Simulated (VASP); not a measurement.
The input files of a VASP run:

### KPOINTS
```
Automatic mesh
0
gamma
  3 3 3
0 0 0
```

POSCAR:
```
Br
8.720
  0.2568807339  -0.3824541284   0.0000000000
  0.2568807339   0.3824541284   0.0000000000
  0.0000000000   0.0000000000   1.0000000000
Br
4
Cartesian
  0.4436451009  -0.0005189903   0.8909170000
  0.3282216514  -0.0009400722   0.3847970000
  0.1863495046  -0.0003510929   0.6116450000
  0.0693066789   0.0018101554   0.1126410000
```

### INCAR
```
# general
SYSTEM =Br
PREC   =Accurate
ENCUT  =180
LREAL  =F
LASPH  =T   # aspherical one-centre terms

# electronic loop
EDIFF  =1E-6   # SCF stop (eV)
NELM   =100   # most electronic steps
ALGO   =Normal   # blocked Davidson
LMAXMIX=4   # l cut-off of mixed one-centre charges

# smearing
ISMEAR =0
SIGMA  =0.02   # width (eV)

# functional
GGA    =PE

# ions
ISIF   =2

# output
LWAVE  =F
LCHARG =F
```

POTCAR, in this order: Br (PBE.64 set). Program: vasp_std.

Problem. Write an equivalent input for Ansatz.

Solution. One equivalent input (not run):
Ansatz 0.2 input:
```yaml
crystal:
  lattice:
    - [2.2400000, -3.3350000, 0.0000000]
    - [2.2400000, 3.3350000, 0.0000000]
    - [0.0000000, 0.0000000, 8.7200000]
  atoms:
    - { symbol: Br, position: [0.8642020, 0.8628450, 0.8909170] }
    - { symbol: Br, position: [0.6400890, 0.6376310, 0.3847970] }
    - { symbol: Br, position: [0.3631750, 0.3622570, 0.6116450] }
    - { symbol: Br, position: [0.1325340, 0.1372670, 0.1126410] }
kpoints:
  mp_grid: { grid: [3, 3, 3] }
hamiltonian:
  xc: pbe
  pseudopotentials: { kind: paw }
scf:
  occupations: { method: gaussian, width: 0.02 }
  max_iter: 100
output: { forces: true, stress: true, eigenvalues: true }
```
Limits of the translation: each code has its own PAW files, so the cut-off isn't converted (ENCUT is set for VASP's; basis.ecutwfc is left out, and Ansatz then takes the one that its files recommend); Ansatz stops its SCF on the density residual and VASP on the energy change (EDIFF).

The structure is a typed Br crystal. The cell was not relaxed at this level, atoms are displaced from their ideal sites. The k-mesh is coarse (spacing up to 0.56 per Å, 2π included), so the numbers may not be converged in it. The run is one of a series of settings (ENCUT = 180, KPOINTS 3×3×3 Γ-centred mesh against the base run), some of them coarse on purpose.
